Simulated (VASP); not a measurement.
Level of theory: revPBE GGA, VASP's PBE PAW potentials (set 64) (plane waves; VASP).

VASP input:

KPOINTS:
```
kpoints
0
Gamma
6 6 6
0 0 0
```

POSCAR:
```
BaZrO3
1
    4.2613024768     0.0000000000     0.0000000000
    0.0000000000     4.2613024768     0.0000000000
    0.0000000000     0.0000000000     4.2613024768
Ba Zr O
1 1 3
Direct
  0.0000000000   0.0000000000   0.0000000000
  0.5000000000   0.5000000000   0.5000000000
  0.5000000000   0.0000000000   0.5000000000
  0.0000000000   0.5000000000   0.5000000000
  0.5000000000   0.5000000000   0.0000000000
```

INCAR:
```
SYSTEM  =  BaZrO3
PREC  =  Accurate; ENCUT  =  520; LREAL  =  F
LASPH  =  T
EDIFF  =  1E-7; NELM  =  100; ALGO  =  Normal
LMAXMIX  =  4
ISMEAR  =  -5
GGA  =  RE
ISIF  =  2
LWAVE  =  F; LCHARG  =  T; LORBIT  =  11
NEDOS  =  601
LEFG  =  T
```

POTCAR, in this order: Ba_sv Zr_sv O (PBE.64 set). Program: vasp_std.

Unless said otherwise, spin-orbit coupling is left out, though it shifts the bands of the heavy elements here.

**Question.** Predict the energy per atom (σ→0), band gap (on the k-mesh).

**Answer.** 
```json
{
  "energy per atom (σ→0)": "-7.999 eV/atom",
  "band gap (on the k-mesh)": "3.11 eV"
}
```

**OSZICAR**
```
...
DAV:  10    -0.399960548974E+02   -0.37250E-02   -0.18929E-02  1272   0.123E+00    0.257E-01
DAV:  11    -0.399956216602E+02    0.43324E-03   -0.23376E-03  1240   0.427E-01    0.492E-02
DAV:  12    -0.399957618646E+02   -0.14020E-03   -0.35061E-04  1160   0.144E-01    0.452E-02
DAV:  13    -0.399957656245E+02   -0.37599E-05   -0.52332E-05  1568   0.530E-02    0.115E-02
DAV:  14    -0.399957670334E+02   -0.14089E-05   -0.61742E-06  1208   0.205E-02    0.884E-03
DAV:  15    -0.399957670118E+02    0.21606E-07   -0.18204E-06  1344   0.104E-02    0.125E-03
DAV:  16    -0.399957671001E+02   -0.88243E-07   -0.20162E-07  1008   0.343E-03
   1 F= -.39995767E+02 E0= -.39995767E+02  d E =0.000000E+00
```

The compound is BaZrO3 in the cubic perovskite structure. It was relaxed first, which changed the volume by +5 %.
